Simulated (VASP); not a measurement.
VASP input:

File KPOINTS:
```
Automatic mesh
0
Gamma
5 5 5
0 0 0
```

File POSCAR:
```
Be3CdSe4
1
    5.3841637292     0.0000000000     0.0000000000
    0.0000000000     5.3841637292     0.0000000000
    0.0000000000     0.0000000000     5.3841637292
Cd Se Be
1 4 3
Direct
  0.0000000000   0.0000000000   0.0000000000
  0.2723861565   0.2723861565   0.2723861565
  0.7276138435   0.7276138435   0.2723861565
  0.7276138435   0.2723861565   0.7276138435
  0.2723861565   0.7276138435   0.7276138435
  0.5000000000   0.5000000000   0.0000000000
  0.5000000000   0.0000000000   0.5000000000
  0.0000000000   0.5000000000   0.5000000000
```

**INCAR**
```
NEDOS = 601   # DOS grid
GGA = PS
LORBIT = 11
EDIFF = 1E-7
LCHARG = .True.
SYSTEM = Be3CdSe4
NELM = 100
ISMEAR = -5
LWAVE = .False.
LASPH = .True.   # aspherical one-centre terms
ISIF = 2
LREAL = .False.   # projection in real space or not
LMAXMIX = 4
ALGO = Normal   # blocked Davidson
ENCUT = 400
LEFG = .True.
PREC = Accurate
```

POTCAR, in this order: Cd Se Be (PBE.64 set). Program: vasp_std.

Question: Translate this PBEsol calculation to Quantum ESPRESSO's pw.x.

Answer: One equivalent input (not run):
```
&CONTROL
  calculation = 'scf'
  pseudo_dir = './pseudo'
  outdir = './out'
  tprnfor = .true.
  tstress = .true.
/
&SYSTEM
  ibrav = 0
  nat = 8
  ntyp = 3
  ecutwfc = 102
  occupations = 'tetrahedra'
  input_dft = 'pbesol'
/
&ELECTRONS
  conv_thr = 7.3e-09
  electron_maxstep = 100
/
ATOMIC_SPECIES
  Cd 112.414 Cd.upf
  Se 78.971 Se.upf
  Be 9.012 Be.upf
CELL_PARAMETERS angstrom
     5.3841637    0.0000000    0.0000000
     0.0000000    5.3841637    0.0000000
     0.0000000    0.0000000    5.3841637
ATOMIC_POSITIONS crystal
  Cd   0.0000000  0.0000000  0.0000000
  Se   0.2723862  0.2723862  0.2723862
  Se   0.7276138  0.7276138  0.2723862
  Se   0.7276138  0.2723862  0.7276138
  Se   0.2723862  0.7276138  0.7276138
  Be   0.5000000  0.5000000  0.0000000
  Be   0.5000000  0.0000000  0.5000000
  Be   0.0000000  0.5000000  0.5000000
K_POINTS automatic
  5 5 5 0 0 0
```
What does not carry over: the potentials are each code's own (VASP's PAW set, PseudoDojo norm-conserving files in pw.x), so ENCUT and ecutwfc are chosen apart and not converted; conv_thr bounds pw.x's estimated SCF error, while EDIFF bounds the energy change between steps; the field gradients of LEFG aren't asked of the other code.

The structure was generated: Be3CdSe4 was put into an ordered model structure (P-43m), which need not be its known phase. It was relaxed first.
